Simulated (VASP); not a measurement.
# CuF2: single point with LDA+U

Crystal: CuF2.

```
CELL_PARAMETERS angstrom
4.85651 0.00000 0.00000
0.00000 4.85651 0.00000
0.00000 0.00000 3.19243
ATOMIC_POSITIONS crystal
Cu 0.00000 0.00000 0.00000
Cu 0.50000 0.50000 0.50000
F 0.30400 0.30400 0.00000
F 0.69600 0.69600 0.00000
F 0.80400 0.19600 0.50000
F 0.19600 0.80400 0.50000
```

The cell was built by a generator and needn't be a form met in nature.

```json
{"Program": "VASP 6.6.1", "Task": "single point", "Functional": "LDA", "Potentials or basis": "VASP PAW LDA potentials, release 64 (Cu, F)", "Cutoff": "520 eV", "k mesh": "5 × 5 × 7", "Occupations": "fermi-dirac, width 0.0169 eV", "Spin": "collinear spin, typed start", "Starting moments": "[1.0, 1.0, 0.0, 0.0, 0.0, 0.0] μB", "Hubbard terms": "Cu d U = 2.26 eV"}
```

```yaml
Pressure: -16.5 GPa
Largest_force: 0.441 eV/Å
Band_gap_on_the_k_mesh: none (metal or under the smearing width)
Net_moment: 2.00 μB per cell
Site_moments: Cu +0.70; F +0.14 μB
Valence_electrons_inside_the_program's_atomic_spheres: Cu 9.59; F 6.00
```

Forces in eV/Å, atoms in the order of the input:
```
Cu   0.000  0.000  0.000
Cu   0.000  0.000  0.000
F    0.312  0.312  0.000
F   -0.312 -0.312  0.000
F    0.312 -0.312  0.000
F   -0.312  0.312  0.000
```

Stress tensor (GPa, compression positive):
```
-14.88   0.00   0.00
  0.00 -14.88   0.00
  0.00   0.00 -19.79
```

Levels at points of the mesh, in eV from the Fermi level:
Spin up:
```csv
k point,band 24,band 25,band 26,band 27,band 28,band 29
"(0.00, 0.00, 0.00)",-0.99,-0.99,-0.48,2.90,8.56,8.78
```
Spin down:
| k point | band 21 | band 22 | band 23 | band 24 | band 25 | band 26 | band 27 | band 28 |
| --- | --- | --- | --- | --- | --- | --- | --- | --- |
| (0.00, 0.00, 0.00) | -1.82 | -1.14 | -1.05 | 0.39 | 0.39 | 0.61 | 3.00 | 8.78 |

Eigenvalues of the final occupation matrices:
| site | spin | trace | eigenvalues |
| --- | --- | --- | --- |
| site 1 d | 1 | 4.91 | 0.97 0.97 0.97 1.00 1.00 |
| site 1 d | 2 | 4.20 | 0.57 0.73 0.96 0.96 0.97 |
| site 2 d | 1 | 4.91 | 0.97 0.97 0.97 1.00 1.00 |
| site 2 d | 2 | 4.20 | 0.57 0.73 0.96 0.96 0.97 |

Wall time 74 s on 1 thread of Intel(R) Xeon(R) 6975P-C (Granite Rapids), on a shared host, peak memory 0.22 GiB.

The state reached can hang on the start; a lower one may exist.
